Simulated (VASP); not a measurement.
These are r2SCAN meta-GGA, VASP's PBE PAW potentials (set 64) (plane waves; VASP) values and carry that method's errors.

VASP ran on this input.

**KPOINTS_OPT**
```
k-points along high-symmetry lines
5
Line-mode
Reciprocal
  0.000000   0.000000   0.000000 ! GAMMA
  0.500000   0.000000   0.000000 ! X

  0.500000   0.000000   0.000000 ! X
  0.500000   0.500000   0.000000 ! S

  0.500000   0.500000   0.000000 ! S
  0.000000   0.500000   0.000000 ! Y

  0.000000   0.500000   0.000000 ! Y
  0.000000   0.000000   0.000000 ! GAMMA

  0.000000   0.000000   0.000000 ! GAMMA
  0.000000   0.000000   0.500000 ! Z

  0.000000   0.000000   0.500000 ! Z
  0.500000   0.000000   0.500000 ! U

  0.500000   0.000000   0.500000 ! U
  0.500000   0.500000   0.500000 ! R

  0.500000   0.500000   0.500000 ! R
  0.000000   0.500000   0.500000 ! T

  0.000000   0.500000   0.500000 ! T
  0.000000   0.000000   0.500000 ! Z

  0.500000   0.000000   0.000000 ! X
  0.500000   0.000000   0.500000 ! U

  0.000000   0.500000   0.000000 ! Y
  0.000000   0.500000   0.500000 ! T

  0.500000   0.500000   0.000000 ! S
  0.500000   0.500000   0.500000 ! R
```

### POSCAR
```
HfO2
5.5186650
  0.9999999639   0.0000000000   0.0000000000
  0.0000000000   0.5978358051   0.0000000000
  0.0000000000   0.0000000000   1.1664070943
Hf O
4 8
Cartesian
  0.7524915208   0.1494589513   0.7106541224
  0.2524915389   0.1494589513   1.0389565191
  0.2475084431   0.4483768538   0.4557529720
  0.7475084250   0.4483768538   0.1274505752
  0.6399103055   0.1494589513   1.0784536574
  0.1399103235   0.1494589513   0.6711569841
  0.3600896584   0.4483768538   0.0879534369
  0.8600896403   0.4483768538   0.4952501103
  0.5231291823   0.1494589513   0.3967151377
  0.0231292004   0.1494589513   0.1864884094
  0.4768707816   0.4483768538   0.7696919566
  0.9768707635   0.4483768538   0.9799186849
```

### KPOINTS
```
K-points
0
G
 5 8 4
```

INCAR:
```
# general
SYSTEM  = HfO2
PREC    = Accurate
ENCUT   = 520   # plane-wave cut-off (eV)
LREAL   = .FALSE.   # projection in real space or not
LASPH   = .TRUE.   # aspherical one-centre terms

# electronic loop
EDIFF   = 1E-7   # SCF stop (eV)
NELM    = 100   # most electronic steps
ALGO    = Normal   # blocked Davidson
LMAXMIX = 6   # l cut-off of mixed one-centre charges
LMIXTAU = .TRUE.

# smearing
ISMEAR  = -5   # tetrahedra, Bloechl

# functional
METAGGA = R2SCAN

# ions
ISIF    = 2   # forces and stress, cell fixed

# output
LWAVE   = .FALSE.
LCHARG  = .FALSE.
LORBIT  = 11
NEDOS   = 601   # DOS grid

# other
LEFG    = .TRUE.
```

POTCAR, in this order: Hf_pv O (PBE.64 set). Program: vasp_std.

The run wrote:

### OSZICAR
```
       N       E                     dE             d eps       ncg     rms          rms(c)
DAV:   1     0.424294184273E+03    0.42429E+03   -0.53276E+04  4688   0.178E+03
DAV:   2    -0.286206600669E+03   -0.71050E+03   -0.69533E+03  5924   0.449E+02
DAV:   3    -0.319621614538E+03   -0.33415E+02   -0.33341E+02  5640   0.898E+01
DAV:   4    -0.319992187899E+03   -0.37057E+00   -0.37013E+00  5712   0.105E+01
DAV:   5    -0.319997910269E+03   -0.57224E-02   -0.57195E-02  5656   0.114E+00    0.110E+02
DAV:   6    -0.283784840366E+03    0.36213E+02   -0.77801E+01  5140   0.373E+01    0.858E+01
DAV:   7    -0.273322717264E+03    0.10462E+02   -0.11283E+01  5528   0.175E+01    0.289E+01
DAV:   8    -0.283247564506E+03   -0.99248E+01   -0.77978E+00  5196   0.151E+01    0.152E+01
DAV:   9    -0.271220386379E+03    0.12027E+02   -0.81148E+00  5040   0.121E+01    0.184E+01
DAV:  10    -0.273677360426E+03   -0.24570E+01   -0.38153E+00  4980   0.102E+01    0.326E+00
DAV:  11    -0.273665786377E+03    0.11574E-01   -0.59670E-02  5712   0.149E+00    0.153E+00
DAV:  12    -0.273721461478E+03   -0.55675E-01   -0.22320E-02  5472   0.799E-01    0.667E-01
DAV:  13    -0.273749612320E+03   -0.28151E-01   -0.18423E-02  5060   0.819E-01    0.138E-01
DAV:  14    -0.273747171563E+03    0.24408E-02   -0.14943E-03  5496   0.238E-01    0.151E-01
DAV:  15    -0.273749731957E+03   -0.25604E-02   -0.77073E-04  5100   0.185E-01    0.872E-02
DAV:  16    -0.273749511282E+03    0.22068E-03   -0.17254E-04  5176   0.986E-02    0.671E-02
DAV:  17    -0.273749620431E+03   -0.10915E-03   -0.39057E-05  5380   0.465E-02    0.611E-02
DAV:  18    -0.273749852623E+03   -0.23219E-03   -0.53899E-05  5012   0.531E-02    0.310E-02
DAV:  19    -0.273749879097E+03   -0.26474E-04   -0.72530E-06  5736   0.178E-02    0.142E-02
DAV:  20    -0.273749880469E+03   -0.13723E-05   -0.15129E-06  5172   0.916E-03    0.115E-02
DAV:  21    -0.273749882400E+03   -0.19315E-05   -0.79787E-07  4684   0.518E-03    0.644E-03
DAV:  22    -0.273749882954E+03   -0.55402E-06   -0.41353E-07  4616   0.408E-03    0.255E-03
DAV:  23    -0.273749883063E+03   -0.10837E-06   -0.43961E-08  2776   0.125E-03    0.494E-04
DAV:  24    -0.273749883075E+03   -0.11710E-07   -0.32435E-08  2740   0.897E-04
   1 F= -.27374988E+03 E0= -.27374988E+03  d E =0.000000E+00
       N       E                     dE             ncg
       N       E                     dE             ncg
```

File OUTCAR:
```
------------------------ aborting loop because EDIFF is reached ----------------------------------------
  FORCE on cell =-STRESS in cart. coord.  units (eV):
  Direction    XX          YY          ZZ          XY          YZ          ZX
  --------------------------------------------------------------------------------------
  Total        0.0306476      0.0298084      0.0159494      0.0000000      0.0000000      0.0000000
  in kB        0.4189604      0.4074879      0.2180319      0.0000000      0.0000000      0.0000000
  external PRESSURE =       0.3481601 kB  Pullay stress =       0.0000000 kB
  volume of cell :      117.20
      direct lattice vectors                 reciprocal lattice vectors
     5.518664801  0.000000000  0.000000000     0.181203250  0.000000000  0.000000000
     0.000000000  3.299255533  0.000000000     0.000000000  0.303098681  0.000000000
     0.000000000  0.000000000  6.437010007     0.000000000  0.000000000  0.155351630
 POSITION                                       TOTAL-FORCE (eV/Angst)
 -----------------------------------------------------------------------------------
      4.15275      0.82481      3.92186         0.005429     -0.000000      0.005597
      1.39342      0.82481      5.73365         0.005429     -0.000000     -0.005597
      1.36592      2.47444      2.51515        -0.005429     -0.000000     -0.005597
      4.12525      2.47444      0.70336        -0.005429     -0.000000      0.005597
      3.53145      0.82481      5.95162        -0.001347      0.000000      0.003869
      0.77212      0.82481      3.70389        -0.001347      0.000000     -0.003869
      1.98721      2.47444      0.48539         0.001347     -0.000000     -0.003869
      4.74655      2.47444      2.73312         0.001347      0.000000      0.003869
      2.88697      0.82481      2.18934        -0.017439     -0.000000      0.001827
      0.12764      0.82481      1.02917        -0.017439     -0.000000     -0.001827
      2.63169      2.47444      4.24767         0.017439      0.000000     -0.001827
      5.39102      2.47444      5.40784         0.017439      0.000000      0.001827
 -----------------------------------------------------------------------------------
    total drift:                                0.000000      0.000000      0.000000
  FREE ENERGIE OF THE ION-ELECTRON SYSTEM (eV)
  ---------------------------------------------------
  free  energy   TOTEN  =      -273.7498830745 eV

  energy  without entropy=     -273.7498830745  energy(sigma->0) =     -273.74988307

 total charge

# of ion       s       p       d       tot
------------------------------------------
    1        0.303   6.583   1.432   8.317
    2        0.303   6.583   1.432   8.317
    3        0.303   6.583   1.432   8.317
    4        0.303   6.583   1.432   8.317
    5        1.570   3.631   0.000   5.202
    6        1.570   3.631   0.000   5.202
    7        1.570   3.631   0.000   5.202
    8        1.570   3.631   0.000   5.202
    9        1.562   3.540   0.000   5.102
   10        1.562   3.540   0.000   5.102
   11        1.562   3.540   0.000   5.102
   12        1.562   3.540   0.000   5.102
--------------------------------------------------
tot         13.741  55.018   5.727  74.486
```
(Selected blocks of OUTCAR.)

The structure was generated: HfO2 was put into the cotunnite type (Pnma), which need not be its known phase. It was relaxed first, which changed the volume by -7 %.
